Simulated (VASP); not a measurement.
Data:

```xyz
64
Lattice="10.9371 0.0000 0.0000 0.0000 10.9371 0.0000 0.0000 0.0000 10.9371" Properties=species:S:1:pos:R:3 pbc="T T T"
Si     5.4685     0.0000     0.0000
Si     6.8357     1.3671     1.3671
Si     8.2028     2.7343     0.0000
Si     9.5699     4.1014     1.3671
Si     8.2028     0.0000     2.7343
Si     9.5699     1.3671     4.1014
Si     0.0000     0.0000     0.0000
Si     1.3671     1.3671     1.3671
Si     2.7343     2.7343     0.0000
Si     4.1014     4.1014     1.3671
Si     5.4685     5.4685     0.0000
Si     6.8357     6.8357     1.3671
Si     8.2028     8.2028     0.0000
Si     9.5699     9.5699     1.3671
Si     2.7343     0.0000     2.7343
Si     4.1014     1.3671     4.1014
Si     5.4685     2.7343     2.7343
Si     6.8357     4.1014     4.1014
Si     8.2028     5.4685     2.7343
Si     9.5699     6.8357     4.1014
Si     5.4685     0.0000     5.4685
Si     6.8357     1.3671     6.8357
Si     8.2028     2.7343     5.4685
Si     9.5699     4.1014     6.8357
Si     8.2028     0.0000     8.2028
Si     9.5699     1.3671     9.5699
Si     0.0000     5.4685     0.0000
Si     1.3671     6.8357     1.3671
Si     2.7343     8.2028     0.0000
Si     4.1014     9.5699     1.3671
Si     0.0000     2.7343     2.7343
Si     1.3671     4.1014     4.1014
Si     2.7343     5.4685     2.7343
Si     4.1014     6.8357     4.1014
Si     5.4685     8.2028     2.7343
Si     6.8357     9.5699     4.1014
Si     0.0000     0.0000     5.4685
Si     1.3671     1.3671     6.8357
Si     2.7343     2.7343     5.4685
Si     4.1014     4.1014     6.8357
Si     5.4685     5.4685     5.4685
Si     6.8357     6.8357     6.8357
Si     8.2028     8.2028     5.4685
Si     9.5699     9.5699     6.8357
Si     2.7343     0.0000     8.2028
Si     4.1014     1.3671     9.5699
Si     5.4685     2.7343     8.2028
Si     6.8357     4.1014     9.5699
Si     8.2028     5.4685     8.2028
Si     9.5699     6.8357     9.5699
Si     0.0000     8.2028     2.7343
Si     1.3671     9.5699     4.1014
Si     0.0000     5.4685     5.4685
Si     1.3671     6.8357     6.8357
Si     2.7343     8.2028     5.4685
Si     4.1014     9.5699     6.8357
Si     0.0000     2.7343     8.2028
Si     1.3671     4.1014     9.5699
Si     2.7343     5.4685     8.2028
Si     4.1014     6.8357     9.5699
Si     5.4685     8.2028     8.2028
Si     6.8357     9.5699     9.5699
Si     0.0000     8.2028     8.2028
Si     1.3671     9.5699     9.5699
```

Computed with PBE GGA, VASP's PBE PAW potentials (set 64) (plane waves; VASP). Run with PREC = Normal, LREAL = Auto, EDIFF = 1E-5, 400 eV cut-off, 1×1×1 Γ-centred mesh, Gaussian smearing of 0.050 eV, potentials Si.

The supercell is sampled at Γ alone, which is coarse: total energies, pressure and levels can be off, energies of defects by several tenths of an eV.

Question: Predict the energy per atom (σ→0).

Answer: 
```
Quantity                       Result
---------------------  --------------
energy per atom (σ→0)  -5.321 eV/atom
```

Total energies compare only between runs with the same potentials, cut-off and functional.

The cell is a supercell, built from Si (diamond).
